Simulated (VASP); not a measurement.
Level of theory: PBE GGA with D3 dispersion (Becke-Johnson damping), VASP's PBE PAW potentials (set 64) (plane waves; VASP 6.6.1).

A VASP calculation is set up with these files.

INCAR:
```
SYSTEM = MgO
PREC = Accurate
ENCUT = 520
EDIFF = 1E-7
NELM = 100
ALGO = Normal
LREAL = .FALSE.
LASPH = .TRUE.
ISMEAR = 0
SIGMA = 0.05
GGA = PE
IVDW = 12
LWAVE = .FALSE.
LCHARG = .FALSE.
ISIF = 2
```

File POSCAR:
```
MgO
1
    0.0000000000     2.1215265270     2.1215265270
    2.1215265270     0.0000000000     2.1215265270
    2.1215265270     2.1215265270     0.0000000000
Mg O
1 1
Direct
  0.0000000000   0.0000000000   0.0000000000
  0.5000000000   0.5000000000   0.5000000000
```

KPOINTS:
```
Automatic
0
G
11 11 11
```

POTCAR, in this order: Mg O (PBE.64 set). Program: vasp_std.

The resulting files:

OSZICAR:
```
       N       E                     dE             d eps       ncg     rms          rms(c)
DAV:   1     0.130128937114E+02    0.13013E+02   -0.47849E+03  1016   0.885E+02
DAV:   2    -0.131418091489E+02   -0.26155E+02   -0.25360E+02  1096   0.140E+02
DAV:   3    -0.134684897921E+02   -0.32668E+00   -0.32668E+00  1088   0.186E+01
DAV:   4    -0.134690004712E+02   -0.51068E-03   -0.51068E-03  1240   0.709E-01
DAV:   5    -0.134690010418E+02   -0.57057E-06   -0.57057E-06  1168   0.154E-02    0.720E+00
DAV:   6    -0.119327554770E+02    0.15362E+01   -0.10243E+01   896   0.224E+01    0.231E+00
DAV:   7    -0.119172985124E+02    0.15457E-01   -0.51255E-02   952   0.269E+00    0.132E+00
DAV:   8    -0.119116792423E+02    0.56193E-02   -0.25663E-02   928   0.242E+00    0.162E-01
DAV:   9    -0.119115711906E+02    0.10805E-03   -0.43258E-04  1304   0.187E-01    0.753E-02
DAV:  10    -0.119116809210E+02   -0.10973E-03   -0.13787E-04   952   0.125E-01    0.538E-03
DAV:  11    -0.119116811045E+02   -0.18348E-06   -0.94845E-07  1344   0.891E-03    0.309E-03
DAV:  12    -0.119116809996E+02    0.10486E-06   -0.45680E-07   952   0.600E-03    0.290E-04
DAV:  13    -0.119116809838E+02    0.15787E-07   -0.40160E-09   576   0.791E-04
   1 F= -.12484776E+02 E0= -.12484776E+02  d E =-.218511E-11
```

File OUTCAR:
```
------------------------ aborting loop because EDIFF is reached ----------------------------------------
 Edisp (eV)   -0.57309
  FORCE on cell =-STRESS in cart. coord.  units (eV):
  Direction    XX          YY          ZZ          XY          YZ          ZX
  --------------------------------------------------------------------------------------
  Total      -0.53962    -0.53962    -0.53962    -0.00000     0.00000    -0.00000
  in kB     -45.27148   -45.27148   -45.27148    -0.00000     0.00000    -0.00000
  external pressure =      -45.27 kB  Pullay stress =        0.00 kB
  volume of cell :       19.10
      direct lattice vectors                 reciprocal lattice vectors
     0.000000000  2.121526527  2.121526527    -0.235679353  0.235679353  0.235679353
     2.121526527  0.000000000  2.121526527     0.235679353 -0.235679353  0.235679353
     2.121526527  2.121526527  0.000000000     0.235679353  0.235679353 -0.235679353
  FREE ENERGIE OF THE ION-ELECTRON SYSTEM (eV)
  ---------------------------------------------------
  free  energy   TOTEN  =       -12.4847758632 eV

  energy  without entropy=      -12.4847758632  energy(sigma->0) =      -12.48477586
```
(Selected blocks of OUTCAR.)

The compound is MgO in the rock salt structure. This cell is one point of a volume scan, at 1.03 of the reference volume.
